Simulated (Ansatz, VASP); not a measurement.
## Two plane-wave programs on SrMg6Si

Contents of INCAR:

```
SYSTEM = SrMg6Si
PREC = Accurate ; ENCUT = 520
EDIFF = 1E-7 ; ISMEAR = -1
SIGMA = 0.05 ; LREAL = .False.
LASPH = .True. ; NELM = 60
ALGO = Normal ; ISIF = 2
LWAVE = .False. ; LCHARG = .False.
GGA = PE ; NBANDS = 23
```

Contents of KPOINTS:

```
Automatic mesh
0
Gamma
  6 5 5
  0 0 0
```

File POSCAR:

```
SrMg6Si
1.0
    4.9090180000      0.0000000000      0.0000000000
    0.0000000000      3.0255640000      6.7609190000
    0.0000000000     -3.0255640000      6.7609190000
Sr Si Mg
1 1 6
Direct
    0.4983690000      0.6926660000      0.6979020000
    0.4965840000      0.1114920000      0.1146620000
    0.0136100000      0.8537100000      0.8689040000
   -0.0043610000      0.2838380000      0.3075900000
   -0.0135890000      0.3174110000      0.8326180000
    0.0009060000      0.8201810000      0.3320940000
    0.5092900000      0.1955320000      0.6771760000
    0.4937360000      0.6881310000      0.1830530000
```

File input.yaml:

```yaml
crystal:
  lattice:
    - [4.909018, 0.0, 0.0]
    - [0.0, 3.025564, 6.760919]
    - [0.0, -3.025564, 6.760919]
  atoms:
    - { symbol: Sr, position: [0.498369, 0.692666, 0.697902] }
    - { symbol: Si, position: [0.496584, 0.111492, 0.114662] }
    - { symbol: Mg, position: [0.01361, 0.85371, 0.868904] }
    - { symbol: Mg, position: [-0.004361, 0.283838, 0.30759] }
    - { symbol: Mg, position: [-0.013589, 0.317411, 0.832618] }
    - { symbol: Mg, position: [0.000906, 0.820181, 0.332094] }
    - { symbol: Mg, position: [0.50929, 0.195532, 0.677176] }
    - { symbol: Mg, position: [0.493736, 0.688131, 0.183053] }
hamiltonian:
  xc: pbe
  pseudopotentials: { kind: paw }
kpoints:
  mp_grid: { grid: [6, 5, 5] }
scf:
  occupations: { method: fermi_dirac, width: 0.05 }
output:
  forces: true
  stress: true
  eigenvalues: true
```

Change from the starting cell: atoms moved at random, drawn with an rms of 0.05 Å.

Alike in both runs: task single point; functional PBE; k mesh 6 × 5 × 5; occupations fermi-dirac, width 0.05 eV; no spin polarisation.

```csv
,VASP,Ansatz
version,VASP 6.6.1,Ansatz 0.2.0
potentials or method,"VASP PAW PBE potentials, release 64 (Sr_sv, Si, Mg)",Ansatz PAW
plane-wave cutoff (eV),520,420
valence electrons in the cell,26,74
```

|  | VASP | Ansatz | Ansatz less VASP |
| --- | --- | --- | --- |
| gap on the k mesh at the Fermi level (eV) | none | none | - |
| pressure (GPa) | 0.1 | 0.2 | +0.06 |
| largest component of the traceless stress (GPa) | 0.23 | 0.23 | -0.001 |
| rms of the force components (eV/Å) | 0.119 | 0.118 | -0.0007 |

Atom by atom the forces differ by 0.003 eV/Å (rms over components). A gap of «none» marks a metal or a gap that the smearing closes. The two sets of potentials don't hold the same shells in valence.
